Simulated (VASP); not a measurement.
A convergence study with VASP on CdSe (zinc blende): one setting is varied, all else stays as given below, so the limit is that of these other settings.

```xyz
2
Lattice="0.0000 3.0250 3.0250 3.0250 0.0000 3.0250 3.0250 3.0250 0.0000" Properties=species:S:1:pos:R:3 pbc="T T T"
Cd     0.0000     0.0000     0.0000
Se     1.5125     1.5125     1.5125
```

All values below come from PBE GGA, VASP's PBE PAW potentials (set 64) (plane waves; VASP). The tightest run used: 550 eV cut-off, 13×13×13 Monkhorst-Pack mesh, Gaussian smearing of 0.050 eV, potentials Cd Se.

The reference is 13×13×13 mesh, which took about 2 core-minutes. Times come from single runs on busy shared machines, so they are rough: good to a factor of about 2.

Task: Of the settings 1×1×1 mesh; 2×2×2 mesh; 3×3×3 mesh; 4×4×4 mesh; 5×5×5 mesh; 6×6×6 mesh; 7×7×7 mesh; 8×8×8 mesh; 9×9×9 mesh; 10×10×10 mesh; 11×11×11 mesh; 12×12×12 mesh; 13×13×13 mesh, which is the lowest that keeps the difference from the reference in the stress, largest component (GPa) within 0.1 from there on, and what does it cost?

Result: 4×4×4 mesh; its cost over the reference is about 1/5.
```json
[
 {"setting": "1×1×1 mesh", "difference in the stress, largest component (GPa)": "44.42", "cost over the reference": "about 1/9"},
 {"setting": "2×2×2 mesh", "difference in the stress, largest component (GPa)": "0.25", "cost over the reference": "about 1/10"},
 {"setting": "3×3×3 mesh", "difference in the stress, largest component (GPa)": "0.86", "cost over the reference": "about 1/8"},
 {"setting": "4×4×4 mesh", "difference in the stress, largest component (GPa)": "0.00", "cost over the reference": "about 1/5"},
 {"setting": "5×5×5 mesh", "difference in the stress, largest component (GPa)": "0.06", "cost over the reference": "about 1/6"},
 {"setting": "6×6×6 mesh", "difference in the stress, largest component (GPa)": "0.00", "cost over the reference": "about 1/3"},
 {"setting": "7×7×7 mesh", "difference in the stress, largest component (GPa)": "0.00", "cost over the reference": "about 1/3"},
 {"setting": "8×8×8 mesh", "difference in the stress, largest component (GPa)": "0.00", "cost over the reference": "within a factor of 2"},
 {"setting": "9×9×9 mesh", "difference in the stress, largest component (GPa)": "0.00", "cost over the reference": "about 1/3"},
 {"setting": "10×10×10 mesh", "difference in the stress, largest component (GPa)": "0.00", "cost over the reference": "within a factor of 2"},
 {"setting": "11×11×11 mesh", "difference in the stress, largest component (GPa)": "0.00", "cost over the reference": "within a factor of 2"},
 {"setting": "12×12×12 mesh", "difference in the stress, largest component (GPa)": "0.00", "cost over the reference": "within a factor of 2"},
 {"setting": "13×13×13 mesh", "difference in the stress, largest component (GPa)": "0.00", "cost over the reference": "reference"}
]
```

Left out are rungs that failed or repeat a setting and relaxations that didn't move; long series are thinned to 24 rows.

The compound is CdSe in the zinc blende structure, whereas wurtzite is the usual form. The cell was not relaxed at this level.
